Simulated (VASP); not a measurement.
Method: PBE GGA with D3 dispersion (Becke-Johnson damping), VASP's PBE PAW potentials (set 64) (plane waves; VASP).

VASP ran on this input.

File KPOINTS:
```
Automatic mesh
0
Gamma
7 7 2
0 0 0
```

### INCAR
```
EDIFFG=-0.02   # ionic stop
LWAVE=.FALSE.
EDIFF=1E-6
NSW=60
GGA=PE   # PBE
LMAXMIX=6
ENCUT=520
ALGO=Normal   # blocked Davidson
LREAL=.FALSE.   # projection in real space or not
IBRION=2   # conjugate gradients
IVDW=12   # D3, Becke-Johnson
PREC=Accurate
SIGMA=0.05   # width (eV)
NELM=100   # most electronic steps
LASPH=.TRUE.   # aspherical one-centre terms
SYSTEM=WSe2
ISMEAR=0   # Gaussian
LCHARG=.FALSE.
ISIF=3
```

POSCAR:
```
WSe2
1
    1.6402250408    -2.8409527821    -0.0000000000
    1.6402250408     2.8409527821     0.0000000000
    0.0000000000    -0.0000000000    12.7857990110
W Se
2 4
Direct
  0.3333330000   0.6666670000   0.2500000000
  0.6666670000   0.3333330000   0.7500000000
  0.3333330000   0.6666670000   0.8819030488
  0.6666670000   0.3333330000   0.3819030488
  0.6666670000   0.3333330000   0.1180969512
  0.3333330000   0.6666670000   0.6180969512
```

POTCAR, in this order: W_sv Se (PBE.64 set). Program: vasp_std.

What VASP printed:

### OSZICAR
```
       N       E                     dE             d eps       ncg     rms          rms(c)
DAV:   1     0.515793261986E+03    0.51579E+03   -0.28350E+04  1120   0.164E+03
DAV:   2    -0.976713544919E+01   -0.52556E+03   -0.51473E+03  1177   0.430E+02
DAV:   3    -0.441550527332E+02   -0.34388E+02   -0.33852E+02  1252   0.965E+01
DAV:   4    -0.449676503697E+02   -0.81260E+00   -0.81014E+00  1233   0.153E+01
DAV:   5    -0.449851580326E+02   -0.17508E-01   -0.17501E-01  1237   0.211E+00    0.298E+01
DAV:   6    -0.434779819043E+02    0.15072E+01   -0.10613E+01  1137   0.181E+01    0.108E+01
DAV:   7    -0.432522939025E+02    0.22569E+00   -0.46297E+00  1104   0.898E+00    0.564E+00
DAV:   8    -0.430809034562E+02    0.17139E+00   -0.73230E-01  1252   0.485E+00    0.120E+00
DAV:   9    -0.430833922663E+02   -0.24888E-02   -0.69361E-02  1299   0.134E+00    0.800E-01
DAV:  10    -0.430818987953E+02    0.14935E-02   -0.23115E-02  1264   0.964E-01    0.222E-01
DAV:  11    -0.430817239133E+02    0.17488E-03   -0.36749E-03  1245   0.374E-01    0.169E-01
DAV:  12    -0.430816802657E+02    0.43648E-04   -0.14784E-04  1254   0.689E-02    0.105E-01
DAV:  13    -0.430816673896E+02    0.12876E-04   -0.17759E-04  1267   0.727E-02    0.449E-03
DAV:  14    -0.430816682872E+02   -0.89759E-06   -0.60227E-06  1101   0.145E-02
   1 F= -.45932694E+02 E0= -.45932694E+02  d E =-.459327E+02
```

OUTCAR:
```
------------------------ aborting loop because EDIFF is reached ----------------------------------------
 Edisp (eV)   -2.85103
  FORCE on cell =-STRESS in cart. coord.  units (eV):
  Direction    XX          YY          ZZ          XY          YZ          ZX
  --------------------------------------------------------------------------------------
  Total       0.01742     0.01742    -0.01350     0.00000     0.00000     0.00000
  in kB       0.23428     0.23428    -0.18145     0.00000     0.00000     0.00000
  external pressure =        0.10 kB  Pullay stress =        0.00 kB
  volume of cell :      119.16
      direct lattice vectors                 reciprocal lattice vectors
     1.640225041 -2.840952782  0.000000000     0.304836219 -0.175997293  0.000000000
     1.640225041  2.840952782  0.000000000     0.304836219  0.175997293  0.000000000
     0.000000000  0.000000000 12.785799011     0.000000000  0.000000000  0.078211772
 POSITION                                       TOTAL-FORCE (eV/Angst)
 -----------------------------------------------------------------------------------
      1.64023      0.94699      3.19645        -0.000000      0.000000      0.000000
      1.64023     -0.94699      9.58935         0.000000     -0.000000      0.000000
      1.64023      0.94699     11.27584         0.000000     -0.000000     -0.002991
      1.64023     -0.94699      4.88294         0.000000     -0.000000     -0.002991
      1.64023     -0.94699      1.50996        -0.000000     -0.000000      0.002991
      1.64023      0.94699      7.90286         0.000000     -0.000000      0.002991
 -----------------------------------------------------------------------------------
    total drift:                               -0.000000      0.001051     -0.000034
  FREE ENERGIE OF THE ION-ELECTRON SYSTEM (eV)
  ---------------------------------------------------
  free  energy   TOTEN  =       -45.9326939395 eV

  energy  without entropy=      -45.9326939395  energy(sigma->0) =      -45.93269394

 reached required accuracy - stopping structural energy minimisation
```
(Selected blocks of OUTCAR.)

The compound is WSe2 in the 2H layered structure. It was relaxed first. The start is the result of an earlier pass.
